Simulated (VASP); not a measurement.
Computed with PBE GGA with D3 dispersion (zero damping), VASP's PBE PAW potentials (set 64) (plane waves; VASP).

The input files of a VASP run:

**INCAR**
```
! general
SYSTEM  =  CaO
PREC    =  Accurate
ENCUT   =  520
LREAL   =  F
LASPH   =  T

! electronic loop
EDIFF   =  1E-7
NELM    =  100
ALGO    =  Normal

! smearing
ISMEAR  =  0
SIGMA   =  0.05

! functional
GGA     =  PE
IVDW    =  11

! ions
ISIF    =  2

! output
LWAVE   =  F
LCHARG  =  F
```

File KPOINTS:
```
Automatic mesh
0
gamma
9 9 9
0 0 0
```

**POSCAR**
```
CaO
1
    0.0000000000     2.3761869513     2.3761869513
    2.3761869513     0.0000000000     2.3761869513
    2.3761869513     2.3761869513     0.0000000000
Ca O
1 1
Direct
  0.0000000000   0.0000000000   0.0000000000
  0.5000000000   0.5000000000   0.5000000000
```

POTCAR, in this order: Ca_sv O (PBE.64 set). Program: vasp_std.

The resulting files:

OSZICAR:
```
       N       E                     dE             d eps       ncg     rms          rms(c)
DAV:   1     0.131956809474E+03    0.13196E+03   -0.87597E+03   840   0.137E+03
DAV:   2    -0.748509349264E+01   -0.13944E+03   -0.13008E+03   980   0.336E+02
DAV:   3    -0.142880532452E+02   -0.68030E+01   -0.67569E+01  1080   0.780E+01
DAV:   4    -0.144909947905E+02   -0.20294E+00   -0.20279E+00  1208   0.126E+01
DAV:   5    -0.144930514415E+02   -0.20567E-02   -0.20565E-02  1048   0.140E+00    0.858E+00
DAV:   6    -0.128114574199E+02    0.16816E+01   -0.85509E+00   976   0.277E+01    0.354E+00
DAV:   7    -0.127766502761E+02    0.34807E-01   -0.69116E-01  1152   0.826E+00    0.173E+00
DAV:   8    -0.127773677780E+02   -0.71750E-03   -0.81785E-02   924   0.328E+00    0.448E-01
DAV:   9    -0.127749585514E+02    0.24092E-02   -0.26287E-02  1056   0.139E+00    0.133E-01
DAV:  10    -0.127753430573E+02   -0.38451E-03   -0.21672E-03   936   0.481E-01    0.262E-02
DAV:  11    -0.127754095235E+02   -0.66466E-04   -0.36759E-04  1148   0.163E-01    0.312E-02
DAV:  12    -0.127753935316E+02    0.15992E-04   -0.64993E-05   972   0.900E-02    0.463E-03
DAV:  13    -0.127753935257E+02    0.58474E-08   -0.42632E-06  1076   0.208E-02    0.912E-04
DAV:  14    -0.127753933739E+02    0.15183E-06   -0.18472E-07   984   0.483E-03    0.356E-04
DAV:  15    -0.127753934609E+02   -0.87007E-07   -0.29509E-08   500   0.230E-03
   1 F= -.13142420E+02 E0= -.13142420E+02  d E =-.665714E-20
```

### OUTCAR
```
------------------------ aborting loop because EDIFF is reached ----------------------------------------
 Edisp (eV)   -0.36703
  FORCE on cell =-STRESS in cart. coord.  units (eV):
  Direction    XX          YY          ZZ          XY          YZ          ZX
  --------------------------------------------------------------------------------------
  Total       0.60746     0.60746     0.60746     0.00000    -0.00000    -0.00000
  in kB      36.27046    36.27046    36.27046     0.00000    -0.00000    -0.00000
  external pressure =       36.27 kB  Pullay stress =        0.00 kB
  volume of cell :       26.83
      direct lattice vectors                 reciprocal lattice vectors
     0.000000000  2.376186951  2.376186951    -0.210421154  0.210421154  0.210421154
     2.376186951  0.000000000  2.376186951     0.210421154 -0.210421154  0.210421154
     2.376186951  2.376186951  0.000000000     0.210421154  0.210421154 -0.210421154
  FREE ENERGIE OF THE ION-ELECTRON SYSTEM (eV)
  ---------------------------------------------------
  free  energy   TOTEN  =       -13.1424202811 eV

  energy  without entropy=      -13.1424202811  energy(sigma->0) =      -13.14242028
```
(Selected blocks of OUTCAR.)

The compound is CaO in the rock salt structure. This cell is one point of a volume scan, at 0.97 of the reference volume.
